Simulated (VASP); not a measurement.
Level of theory: PBE GGA, VASP's PBE PAW potentials (set 64) (plane waves; VASP).

A VASP calculation is set up with these files.

**INCAR**
```
ALGO=Normal
DIPOL=0.5 0.5 0.5
EDIFF=1E-5
EDIFFG=-0.03
ENCUT=400
GGA=PE
IBRION=2
IDIPOL=3
ISIF=2
ISMEAR=1
ISPIN=2
LASPH=.TRUE.
LCHARG=.FALSE.
LDIPOL=.TRUE.
LMAXMIX=4
LORBIT=10
LREAL=.FALSE.
LWAVE=.TRUE.
MAGMOM=0.8 0.8 0.8 0.8 0.8 0.8 0.8 0.8 0.8 0.8 0.8 0.8 0.8 0.8 0.8 0.8 0.0
NELM=100
NELMIN=4
NSW=120
PREC=Normal
SIGMA=0.1
SYSTEM=Ni16F
```

POSCAR:
```
Ni16F
1
    4.9722995746     0.0000000000     0.0000000000
    0.0000000000     4.9722995746    -0.0000000000
   -0.0000000000    -0.0000000000    19.2577982219
Ni F
16 1
Direct
  0.2500000000   0.2501118313   0.3636792124
  0.7500000000   0.2505321694   0.3636939621
  0.2500000000   0.7498881687   0.3636792124
  0.7500000000   0.7494678306   0.3636939621
  0.9996493952   0.0000000000   0.4537799358
  0.5003506048   0.0000000000   0.4537799358
  0.0003265781   0.5000000000   0.4534699744
  0.4996734219   0.5000000000   0.4534699744
  0.2500000000   0.2515169230   0.5458412015
  0.7500000000   0.2498964661   0.5463670080
  0.2500000000   0.7484830770   0.5458412015
  0.7500000000   0.7501035339   0.5463670080
  0.9906125914   0.0000000000   0.6355426709
  0.5093874086   0.0000000000   0.6355426709
  0.9983677594   0.5000000000   0.6356630124
  0.5016322406   0.5000000000   0.6356630124
  0.2500000000   0.0000000000   0.7112650452
```

File KPOINTS:
```
kpoints
0
G
 5 5 1
0 0 0
```

POTCAR, in this order: Ni F (PBE.64 set). Program: vasp_std.

The moments were started parallel, and other spin orders were not tried in this run.

Task: Predict the energy per atom (σ→0), cell moment, band gap (on the k-mesh).

Result: 
| Property | Result |
|---|---|
| energy per atom (σ→0) | -485.7 kJ/mol of atoms |
| cell moment | 11.41 μB |
| band gap (on the k-mesh) | none (metal, semimetal or under 0.01 eV) |

OSZICAR:
```
...
DAV:   5    -0.855700277292E+02    0.46304E-03   -0.11381E-03  4160   0.503E-01    0.134E-01
DAV:   6    -0.855700003624E+02    0.27367E-04   -0.16079E-04  4156   0.229E-01    0.654E-02
DAV:   7    -0.855700377047E+02   -0.37342E-04   -0.11439E-04  4122   0.185E-01    0.115E-01
DAV:   8    -0.855700126292E+02    0.25076E-04   -0.95482E-05  3916   0.174E-01    0.570E-02
DAV:   9    -0.855700301131E+02   -0.17484E-04   -0.52809E-05  3212   0.130E-01    0.817E-02
DAV:  10    -0.855700172382E+02    0.12875E-04   -0.36995E-05  2438   0.110E-01    0.221E-02
DAV:  11    -0.855700226174E+02   -0.53793E-05   -0.80614E-06  2246   0.472E-02
   8 F= -.85570023E+02 E0= -.85571740E+02  d E =-.720686E-03  mag=    11.4143
```

The cell is a thin slab with vacuum, built from Ni (fcc): (100) face, F adsorbed.
